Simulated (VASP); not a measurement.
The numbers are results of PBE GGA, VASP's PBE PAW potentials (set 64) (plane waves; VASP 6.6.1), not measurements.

Input for VASP

**INCAR**
```
SYSTEM  =  LaAl
PREC  =  Accurate; ENCUT  =  400; LREAL  =  .False.
LASPH  =  .True.
EDIFF  =  1E-6; NELM  =  100; ALGO  =  Normal
LMAXMIX  =  6
ISMEAR  =  1; SIGMA  =  0.1
GGA  =  PE
IBRION  =  2; NSW  =  60; ISIF  =  3
EDIFFG  =  -0.02
LWAVE  =  .False.; LCHARG  =  .False.
```

File POSCAR:
```
LaAl
1.0
  4.4899232521   0.0000000000   0.0000000000
 -2.2449616260   3.8883876072   0.0000000000
  0.0000000000   0.0000000000   7.4577380325
La Al
2 2
Cartesian
 -2.2449616260   3.8883876072   0.0000000000
 -2.2449616260   3.8883876072   3.7288690163
 -0.0000022449   2.5922597009   1.8644345081
  2.2449638710   1.2961279063   5.5933035244
```

### KPOINTS
```
Automatic mesh
0
Gamma
7 7 4
0 0 0
```

POTCAR, in this order: La Al (PBE.64 set). Program: vasp_std.

Output

File OSZICAR:
```
...
DAV:   2    -0.170798052723E+02    0.10332E-02   -0.38571E-03  1316   0.743E-01    0.859E-02
DAV:   3    -0.170795164259E+02    0.28885E-03   -0.11619E-03  1472   0.362E-01    0.195E-02
DAV:   4    -0.170795174059E+02   -0.98001E-06   -0.11123E-04  1638   0.739E-02    0.124E-02
DAV:   5    -0.170795157977E+02    0.16081E-05   -0.16888E-05  1334   0.380E-02    0.751E-03
DAV:   6    -0.170795139142E+02    0.18835E-05   -0.66255E-06  1246   0.198E-02    0.274E-03
DAV:   7    -0.170795132866E+02    0.62765E-06   -0.67534E-07   556   0.126E-02
  19 F= -.17079513E+02 E0= -.17078695E+02  d E =-.120595E-01
       N       E                     dE             d eps       ncg     rms          rms(c)
DAV:   1    -0.171019056742E+02   -0.22392E-01   -0.18933E-01  1318   0.517E+00    0.373E-01
DAV:   2    -0.170977409264E+02    0.41647E-02   -0.15716E-02  1330   0.150E+00    0.171E-01
DAV:   3    -0.170965893122E+02    0.11516E-02   -0.45373E-03  1472   0.705E-01    0.383E-02
DAV:   4    -0.170965980984E+02   -0.87862E-05   -0.44610E-04  1654   0.150E-01    0.247E-02
DAV:   5    -0.170965960825E+02    0.20159E-05   -0.55550E-05  1302   0.693E-02    0.149E-02
DAV:   6    -0.170965944744E+02    0.16081E-05   -0.30989E-05  1614   0.401E-02    0.617E-03
DAV:   7    -0.170965933185E+02    0.11559E-05   -0.37676E-06  1140   0.176E-02    0.258E-03
DAV:   8    -0.170965930378E+02    0.28069E-06   -0.40290E-07   508   0.131E-02
  20 F= -.17096593E+02 E0= -.17095795E+02  d E =-.291393E-01
       N       E                     dE             d eps       ncg     rms          rms(c)
DAV:   1    -0.171483977329E+02   -0.51804E-01   -0.74960E-01  1318   0.102E+01    0.745E-01
DAV:   2    -0.171316576941E+02    0.16740E-01   -0.64295E-02  1344   0.303E+00    0.336E-01
DAV:   3    -0.171271443863E+02    0.45133E-02   -0.17887E-02  1480   0.139E+00    0.737E-02
DAV:   4    -0.171271874737E+02   -0.43087E-04   -0.16465E-03  1662   0.293E-01    0.476E-02
DAV:   5    -0.171271911423E+02   -0.36686E-05   -0.22513E-04  1304   0.133E-01    0.285E-02
DAV:   6    -0.171271967033E+02   -0.55610E-05   -0.12353E-04  1668   0.794E-02    0.124E-02
DAV:   7    -0.171271947518E+02    0.19515E-05   -0.15545E-05  1388   0.331E-02    0.539E-03
DAV:   8    -0.171271940083E+02    0.74344E-06   -0.91465E-07   592   0.135E-02
  21 F= -.17127194E+02 E0= -.17126441E+02  d E =-.597402E-01
       N       E                     dE             d eps       ncg     rms          rms(c)
DAV:   1    -0.172592229518E+02   -0.13203E+00   -0.29458E+00  1312   0.197E+01    0.149E+00
DAV:   2    -0.171916377245E+02    0.67585E-01   -0.27212E-01  1348   0.631E+00    0.648E-01
DAV:   3    -0.171745676143E+02    0.17070E-01   -0.67676E-02  1508   0.266E+00    0.139E-01
DAV:   4    -0.171746717011E+02   -0.10409E-03   -0.56950E-03  1686   0.545E-01    0.914E-02
DAV:   5    -0.171746934792E+02   -0.21778E-04   -0.66714E-04  1302   0.220E-01    0.534E-02
DAV:   6    -0.171747321232E+02   -0.38644E-04   -0.43140E-04  1704   0.150E-01    0.227E-02
DAV:   7    -0.171747304493E+02    0.16739E-05   -0.45339E-05  1456   0.546E-02    0.989E-03
DAV:   8    -0.171747289647E+02    0.14846E-05   -0.38322E-06  1186   0.195E-02    0.292E-03
DAV:   9    -0.171747285962E+02    0.36849E-06   -0.55666E-07   554   0.130E-02
  22 F= -.17174729E+02 E0= -.17174062E+02  d E =-.107275E+00
       N       E                     dE             d eps       ncg     rms          rms(c)
DAV:   1    -0.175606168503E+02   -0.38589E+00   -0.11436E+01  1328   0.370E+01    0.303E+00
DAV:   2    -0.172781176433E+02    0.28250E+00   -0.13374E+00  1388   0.143E+01    0.118E+00
DAV:   3    -0.172203062617E+02    0.57811E-01   -0.22713E-01  1526   0.451E+00    0.282E-01
DAV:   4    -0.172192151897E+02    0.10911E-02   -0.20479E-02  1708   0.112E+00    0.173E-01
DAV:   5    -0.172192697662E+02   -0.54577E-04   -0.22316E-03  1378   0.358E-01    0.102E-01
DAV:   6    -0.172194591948E+02   -0.18943E-03   -0.15149E-03  1688   0.322E-01    0.356E-02
DAV:   7    -0.172194623243E+02   -0.31295E-05   -0.93669E-05  1352   0.734E-02    0.124E-02
DAV:   8    -0.172194610253E+02    0.12990E-05   -0.15030E-05  1560   0.338E-02    0.314E-03
DAV:   9    -0.172194612230E+02   -0.19767E-06   -0.67816E-07   616   0.970E-03
  23 F= -.17219461E+02 E0= -.17218977E+02  d E =-.152007E+00
       N       E                     dE             d eps       ncg     rms          rms(c)
DAV:   1    -0.172365275360E+02   -0.17067E-01   -0.54200E-01  1294   0.843E+00    0.620E-01
DAV:   2    -0.172242819790E+02    0.12246E-01   -0.45734E-02  1358   0.257E+00    0.283E-01
DAV:   3    -0.172210199384E+02    0.32620E-02   -0.16010E-02  1454   0.130E+00    0.604E-02
DAV:   4    -0.172210781168E+02   -0.58178E-04   -0.11157E-03  1576   0.294E-01    0.378E-02
DAV:   5    -0.172210825912E+02   -0.44744E-05   -0.14329E-04  1458   0.989E-02    0.224E-02
DAV:   6    -0.172210859614E+02   -0.33701E-05   -0.69214E-05  1614   0.544E-02    0.924E-03
DAV:   7    -0.172210830497E+02    0.29116E-05   -0.14098E-05  1292   0.334E-02    0.322E-03
DAV:   8    -0.172210830722E+02   -0.22434E-07   -0.54759E-07   570   0.113E-02
  24 F= -.17221083E+02 E0= -.17220588E+02  d E =-.153629E+00
       N       E                     dE             d eps       ncg     rms          rms(c)
DAV:   1    -0.172216777746E+02   -0.59472E-03   -0.21301E-02  1300   0.170E+00    0.121E-01
DAV:   2    -0.172212112547E+02    0.46652E-03   -0.17069E-03  1336   0.505E-01    0.567E-02
DAV:   3    -0.172210819303E+02    0.12932E-03   -0.67818E-04  1422   0.271E-01    0.126E-02
DAV:   4    -0.172210824186E+02   -0.48828E-06   -0.49629E-05  1586   0.672E-02    0.745E-03
DAV:   5    -0.172210811328E+02    0.12859E-05   -0.51089E-06  1310   0.199E-02    0.434E-03
DAV:   6    -0.172210797815E+02    0.13512E-05   -0.11354E-06   662   0.120E-02    0.818E-04
DAV:   7    -0.172210794509E+02    0.33061E-06   -0.37783E-07   512   0.132E-02
  25 F= -.17221079E+02 E0= -.17220579E+02  d E =-.153626E+00
       N       E                     dE             d eps       ncg     rms          rms(c)
DAV:   1    -0.172212314655E+02   -0.15168E-03   -0.34308E-03  1194   0.968E-01    0.370E-02
DAV:   2    -0.172211581448E+02    0.73321E-04   -0.36195E-04  1442   0.153E-01    0.134E-02
DAV:   3    -0.172211529314E+02    0.52134E-05   -0.17970E-05  1458   0.446E-02    0.679E-03
DAV:   4    -0.172211516786E+02    0.12529E-05   -0.65200E-06  1222   0.310E-02    0.213E-03
DAV:   5    -0.172211516217E+02    0.56863E-07   -0.66868E-07   540   0.136E-02
  26 F= -.17221152E+02 E0= -.17220650E+02  d E =-.721708E-04
       N       E                     dE             d eps       ncg     rms          rms(c)
DAV:   1    -0.172220336395E+02   -0.88196E-03   -0.30756E-02  1184   0.290E+00    0.110E-01
DAV:   2    -0.172213797410E+02    0.65390E-03   -0.32274E-03  1434   0.455E-01    0.400E-02
DAV:   3    -0.172213333973E+02    0.46344E-04   -0.16141E-04  1540   0.132E-01    0.200E-02
DAV:   4    -0.172213225592E+02    0.10838E-04   -0.57514E-05  1548   0.892E-02    0.671E-03
DAV:   5    -0.172213225633E+02   -0.40584E-08   -0.55635E-06  1022   0.207E-02
  27 F= -.17221323E+02 E0= -.17220815E+02  d E =-.243112E-03
       N       E                     dE             d eps       ncg     rms          rms(c)
DAV:   1    -0.172242884590E+02   -0.29659E-02   -0.12360E-01  1172   0.582E+00    0.220E-01
DAV:   2    -0.172216801316E+02    0.26083E-02   -0.12914E-02  1426   0.902E-01    0.798E-02
DAV:   3    -0.172214971073E+02    0.18302E-03   -0.62564E-04  1552   0.263E-01    0.397E-02
DAV:   4    -0.172214547460E+02    0.42361E-04   -0.22539E-04  1564   0.177E-01    0.133E-02
DAV:   5    -0.172214557976E+02   -0.10516E-05   -0.24545E-05  1330   0.413E-02    0.450E-03
DAV:   6    -0.172214549932E+02    0.80444E-06   -0.48579E-06   990   0.166E-02
  28 F= -.17221455E+02 E0= -.17220921E+02  d E =-.375542E-03
```

OUTCAR:
```
------------------------ aborting loop because EDIFF is reached ----------------------------------------
  FORCE on cell =-STRESS in cart. coord.  units (eV):
  Direction    XX          YY          ZZ          XY          YZ          ZX
  --------------------------------------------------------------------------------------
  Total       -0.0134311     -0.0134311      0.0000183     -0.0000000     -0.0000000      0.0000000
  in kB       -0.1982634     -0.1982634      0.0002697     -0.0000000     -0.0000000      0.0000000
  external PRESSURE =      -0.1320857 kB  Pullay stress =       0.0000000 kB
  volume of cell :      108.54
      direct lattice vectors                 reciprocal lattice vectors
     3.391871296 -0.000000000  0.000000000     0.294822507  0.170215854 -0.000000000
    -1.695935648  2.937446711 -0.000000000     0.000000000  0.340431708  0.000000000
     0.000000000 -0.000000000 10.893592112    -0.000000000  0.000000000  0.091797085
 POSITION                                       TOTAL-FORCE (eV/Angst)
 -----------------------------------------------------------------------------------
      0.00000      0.00000      0.00000        -0.000000     -0.000000     -0.000000
      0.00000     -0.00000      5.44680        -0.000000      0.000000     -0.000000
     -0.00000      1.95830      2.72340        -0.000000     -0.000000     -0.000000
      1.69594      0.97915      8.17019         0.000000     -0.000000      0.000000
 -----------------------------------------------------------------------------------
    total drift:                               -0.000000     -0.000000     -0.000000
  FREE ENERGIE OF THE ION-ELECTRON SYSTEM (eV)
  ---------------------------------------------------
  free  energy   TOTEN  =       -17.2214549932 eV

  energy  without entropy=      -17.2198531218  energy(sigma->0) =      -17.22092104

 reached required accuracy - stopping structural energy minimisation
```
(Selected blocks of OUTCAR.)

CONTCAR:
```
LaAl
   1.00000000000000
     3.3918712960977961   -0.0000000000160521    0.0000000000000000
    -1.6959356480250272    2.9374467107577984   -0.0000000000000001
     0.0000000000000002   -0.0000000000000000   10.8935921118659298
  La              Al
     2     2
Direct
     0.0000000000000000    0.0000000000000000    0.0000000000000000
     0.0000000000000000    0.0000000000000000    0.5000000000000000
     0.3333330000000032    0.6666669999999968    0.2500000000000000
     0.6666669999999968    0.3333330000000032    0.7500000000000000
```

Energy and stress use the plane-wave basis of the starting cell.

The structure was generated: LaAl was put into the NiAs type type (P6_3/mmc), which need not be its known phase. This run relaxes it. Symmetry was kept, so distortions that lower it aren't found. The k-mesh is coarse (spacing up to 0.31 per Å, 2π included), so the numbers may not be converged in it. The start is the result of an earlier pass.
